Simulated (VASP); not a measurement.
Given:

```
CELL_PARAMETERS angstrom
      1.95856    -3.39233     0.00000
      1.95856     3.39233     0.00000
      0.00000     0.00000     6.09915
ATOMIC_POSITIONS crystal
  La 0.33333 0.66667 0.24565
  La 0.66667 0.33333 0.75435
  O  0.00000 0.00000 0.00000
  O  0.33333 0.66667 0.64629
  O  0.66667 0.33333 0.35371
```

Level of theory: PBE GGA with D3 dispersion (Becke-Johnson damping), VASP's PBE PAW potentials (set 64) (plane waves; VASP). Settings: 520 eV cut-off, 7×7×4 Γ-centred mesh, tetrahedra with Blöchl corrections, potentials La O.

Question: Estimate the energy per atom (σ→0).

Answer: 
```json
{
 "energy per atom (σ→0)": "-8.622 eV/atom"
}
```

Total energies compare only between runs with the same potentials, cut-off and functional.

The compound is La2O3 in the a-type structure. It was relaxed first.
